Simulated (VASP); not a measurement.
These are PBE GGA, VASP's PBE PAW potentials (set 64) (plane waves; VASP) values and carry that method's errors.

Input for VASP

INCAR:
```
ALGO = Normal
EDIFF = 1E-6
EDIFFG = -0.02
ENCUT = 620
GGA = PE
IBRION = 2
ISIF = 3
ISMEAR = 0
LASPH = .True.
LCHARG = .False.
LMAXMIX = 4
LREAL = .False.
LWAVE = .False.
NELM = 100
NSW = 40
PREC = Accurate
PSTRESS = 200
SIGMA = 0.05
SYSTEM = CdF2
```

KPOINTS:
```
Regular mesh
0
Gamma
7 7 7
0 0 0
```

POSCAR:
```
CdF2
1
    0.0000000000     2.6664715063     2.6664715063
    2.6664715063     0.0000000000     2.6664715063
    2.6664715063     2.6664715063     0.0000000000
Cd F
1 2
Direct
  0.0000000000   0.0000000000   0.0000000000
  0.2500000000   0.2500000000   0.2500000000
  0.7500000000   0.7500000000   0.7500000000
```

POTCAR, in this order: Cd F (PBE.64 set). Program: vasp_std.

Energy and stress use the plane-wave basis of the starting cell.

Question: What does the run give for the energy per atom (σ→0), volume per atom?

Answer: 
The energy per atom (σ→0) is -3.532 eV/atom. The volume per atom is 11.89 Å³/atom.

File OSZICAR:
```
...
DAV:   3    -0.106044233846E+02    0.56551E-01   -0.12859E-01   681   0.707E+00    0.196E+00
DAV:   4    -0.105966349684E+02    0.77884E-02   -0.18075E-02   758   0.201E+00    0.121E+00
DAV:   5    -0.105951592437E+02    0.14757E-02   -0.42331E-03   699   0.830E-01    0.873E-02
DAV:   6    -0.105950531435E+02    0.10610E-03   -0.32380E-04   737   0.426E-01    0.360E-02
DAV:   7    -0.105950639590E+02   -0.10815E-04   -0.10734E-04   711   0.164E-01    0.135E-02
DAV:   8    -0.105950636471E+02    0.31187E-06   -0.20449E-05   709   0.753E-02    0.361E-03
DAV:   9    -0.105950639959E+02   -0.34882E-06   -0.37266E-07   462   0.760E-03
   3 F= -.61420972E+01 E0= -.61420972E+01  d E =-.743301E-01
```

The compound is CdF2 in the fluorite structure. This run relaxes it under an external pressure of 20 GPa. Symmetry was kept, so distortions that lower it aren't found.
